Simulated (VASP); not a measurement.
OSZICAR of a VASP run on Ho (hcp):

OSZICAR:
```
       N       E                     dE             d eps       ncg     rms          rms(c)
DAV:   1     0.560734178016E+02    0.56073E+02   -0.76789E+03  1720   0.107E+03
DAV:   2    -0.545740552154E+01   -0.61531E+02   -0.60244E+02  2170   0.442E+02
DAV:   3    -0.882919631054E+01   -0.33718E+01   -0.31871E+01  2449   0.718E+01
DAV:   4    -0.900422412082E+01   -0.17503E+00   -0.16392E+00  2600   0.104E+01
DAV:   5    -0.900839636224E+01   -0.41722E-02   -0.41597E-02  2472   0.163E+00    0.229E+01
DAV:   6    -0.900397021821E+01    0.44261E-02   -0.10854E-02  2456   0.125E+00    0.183E+01
DAV:   7    -0.901229844294E+01   -0.83282E-02   -0.13037E-01  2244   0.457E+00    0.462E-01
DAV:   8    -0.900930552597E+01    0.29929E-02   -0.84872E-03  2194   0.985E-01    0.224E-01
DAV:   9    -0.900867329810E+01    0.63223E-03   -0.33935E-03  2432   0.614E-01    0.921E-02
DAV:  10    -0.900865529852E+01    0.18000E-04   -0.16328E-04  2300   0.137E-01    0.470E-02
DAV:  11    -0.900865781086E+01   -0.25123E-05   -0.70395E-06  2398   0.311E-02    0.101E-02
DAV:  12    -0.900865799335E+01   -0.18249E-06   -0.41658E-07  1288   0.750E-03
   1 F= -.90086580E+01 E0= -.90100953E+01  d E =0.431202E-02
```

Which electronic solver shows in the log?

It is blocked Davidson (ALGO = Normal, or the opening steps of other solvers). The INCAR had ALGO = Normal.

Can the final energy be trusted as converged?

The calculation finished and met its thresholds. It stopped with EDIFF = 1E-6, NELM = 100 (PBE GGA, plane waves, VASP's PBE PAW potentials (set 64)). The 4f electrons are frozen in the core of the lanthanide potential, so 4f levels, which can set the real gap, and their magnetism are missing.

The compound is Ho in the hcp structure. The cell was not relaxed at this level. The run is one of a series of settings (AMIX = 0.2, BMIX = 0.0001, IMIX = 4 against the base run), some of them coarse on purpose.
